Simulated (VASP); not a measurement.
These are PBE GGA, VASP's PBE PAW potentials (set 64) (plane waves; VASP) values and carry that method's errors.

The input files of a VASP run:

### INCAR
```
SYSTEM = CsI
PREC = Accurate; ENCUT = 400; LREAL = .False.
LASPH = .True.; NBANDS = 10
EDIFF = 1E-6; NELM = 100; ALGO = Normal
LMAXMIX = 4
ISMEAR = 0; SIGMA = 0.05
GGA = PE
ISIF = 2
LWAVE = .False.; LCHARG = .False.
```

### KPOINTS
```
Automatic
0
G
 5 5 5
```

File POSCAR:
```
CsI
1
    4.5700000000     0.0000000000     0.0000000000
    0.0000000000     4.5700000000     0.0000000000
    0.0000000000     0.0000000000     4.5700000000
Cs I
1 1
Direct
  0.0000000000   0.0000000000   0.0000000000
  0.5000000000   0.5000000000   0.5000000000
```

POTCAR, in this order: Cs_sv I (PBE.64 set). Program: vasp_std.

Q: What will the output report for the number of irreducible k-points (NKPTS), largest plane-wave count, number of space-group operations, FFT grid (NGX, NGY, NGZ)?

A: 
```json
{
  "number of irreducible k-points (NKPTS)": "10",
  "largest_plane_wave_count": "1763",
  "number_of_space_group_operations": "48",
  "FFT grid (NGX, NGY, NGZ)": "30 × 30 × 30"
}
```

The compound is CsI in the CsCl type structure. The cell was not relaxed at this level. The run is one of a series of settings (NBANDS = 10 against the base run), some of them coarse on purpose.
